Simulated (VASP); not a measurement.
The system is NbB2.

```
CELL_PARAMETERS angstrom
3.08600 0.00000 0.00000
-1.54300 2.67255 0.00000
0.00000 0.00000 3.30600
ATOMIC_POSITIONS crystal
Nb 0.00000 0.00000 0.00000
B 0.33333 0.66667 0.50000
B 0.66667 0.33333 0.50000
```

* Program: VASP 6.6.1
* Task: relaxation of cell and atoms
* Functional: LDA
* Potentials or basis: VASP PAW LDA potentials, release 64 (Nb_sv, B)
* Cutoff: 520 eV
* k mesh: 15 × 15 × 12
* Occupations: gaussian, width 0.1 eV
* Spin: no spin polarisation

At the start: pressure -5.0 GPa; volume 9.09 Å³/atom.

Problem. Where does the relaxation end?

Solution. Over 10 steps the energy falls by 2.5 meV/atom and the volume is 8.94 Å³/atom (-1.7 %); space group P6/mmm (No. 191, to 0.05 Å).

The path:
```
step  energy change (eV)  largest force (eV/Å)  pressure (GPa)  volume (Å³)
   1              0.0000                0.0000           -4.97        27.27
   2              0.0087                0.0000            8.11        26.17
   3             -0.0072                0.0000            0.03        26.82
   4             -0.0072                0.0000            0.14        26.81
   5             -0.0075                0.0000            0.09        26.81
   6             -0.0075                0.0000            0.08        26.81
   7             -0.0075                0.0000            0.08        26.81
   8             -0.0075                0.0000           -0.10        26.82
   9             -0.0075                0.0000           -0.03        26.82
  10             -0.0075                0.0000            0.01        26.81
```

Final structure:
```yaml
crystal:
  lattice:
    - [3.07414, 0.00000, 0.00000]
    - [-1.53707, 2.66228, 0.00000]
    - [0.00000, 0.00000, 3.27619]
  atoms:
    - { symbol: Nb, position: [0.00000, 0.00000, 0.00000] }
    - { symbol: B, position: [0.33333, 0.66667, 0.50000] }
    - { symbol: B, position: [0.66667, 0.33333, 0.50000] }
```
